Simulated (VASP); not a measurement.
All values below come from PBE GGA, VASP's PBE PAW potentials (set 64) (plane waves; VASP).

A VASP calculation is set up with these files.

POSCAR:
```
GaN
1.0
  0.0000000000   2.3052000000   2.3052000000
  2.3052000000   0.0000000000   2.3052000000
  2.3052000000   2.3052000000   0.0000000000
Ga N
1 1
Direct
  0.0000000000   0.0000000000   0.0000000000
  0.2500000000   0.2500000000   0.2500000000
```

**INCAR**
```
ALGO = Normal
EDIFF = 1E-5
ENCUT = 520
GGA = PE
ISIF = 2
ISMEAR = 0
LASPH = T
LCHARG = F
LMAXMIX = 4
LREAL = F
LWAVE = F
NELM = 100
PREC = Accurate
SIGMA = 0.05
SYSTEM = GaN
```

KPOINTS:
```
Automatic mesh
0
Gamma
9 9 9
0 0 0
```

POTCAR, in this order: Ga_d N (PBE.64 set). Program: vasp_std.

**Question.** Predict the energy per atom (σ→0), pressure, band gap (on the k-mesh).

**Answer.** 
```
Property                           Value
------------------------  --------------
energy per atom (σ→0)     -6.067 eV/atom
band gap (on the k-mesh)         1.29 eV
pressure                       -6.32 GPa
```

File OSZICAR:
```
...
DAV:   6    -0.121401026655E+02    0.18933E+01   -0.60858E+00  1390   0.464E+01    0.270E+00
DAV:   7    -0.121431693851E+02   -0.30667E-02   -0.32349E-01   915   0.833E+00    0.175E+00
DAV:   8    -0.121404514097E+02    0.27180E-02   -0.87246E-02  1041   0.429E+00    0.912E-01
DAV:   9    -0.121341321868E+02    0.63192E-02   -0.21355E-02  1387   0.338E+00    0.245E-01
DAV:  10    -0.121345881108E+02   -0.45592E-03   -0.15475E-03   923   0.543E-01    0.111E-01
DAV:  11    -0.121345065188E+02    0.81592E-04   -0.27946E-04  1369   0.343E-01    0.745E-03
DAV:  12    -0.121345116363E+02   -0.51175E-05   -0.27642E-05   911   0.667E-02
   1 F= -.12134512E+02 E0= -.12134512E+02  d E =-.166411E-13
```

The compound is GaN in the zinc blende structure, a metastable form; wurtzite is the usual one. The cell was not relaxed at this level. The run is one of a series of settings (EDIFF = 1E-5 against the base run), some of them coarse on purpose.
